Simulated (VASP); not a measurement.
Shape and ions are relaxed at each volume.

Energy against volume of Zr (hcp). These are MS2 meta-GGA, VASP's PBE PAW potentials (set 64) (plane waves; VASP) values and carry that method's errors.

```json
[
 {"V (Å³/atom)": "21.798", "E (eV/atom)": "-8.43153"},
 {"V (Å³/atom)": "22.494", "E (eV/atom)": "-8.45248"},
 {"V (Å³/atom)": "23.189", "E (eV/atom)": "-8.45907"},
 {"V (Å³/atom)": "23.885", "E (eV/atom)": "-8.45310"},
 {"V (Å³/atom)": "24.581", "E (eV/atom)": "-8.43614"}
]
```

Q: Fit a third-order Birch-Murnaghan equation of state.

A: 
```json
{
  "volume_per_atom": "23.19 Å³/atom",
  "bulk_modulus": "96.2 GPa",
  "pressure_derivative_of_the_bulk_modulus": "3.46"
}
```

The compound is Zr in the hcp structure. It was relaxed first.
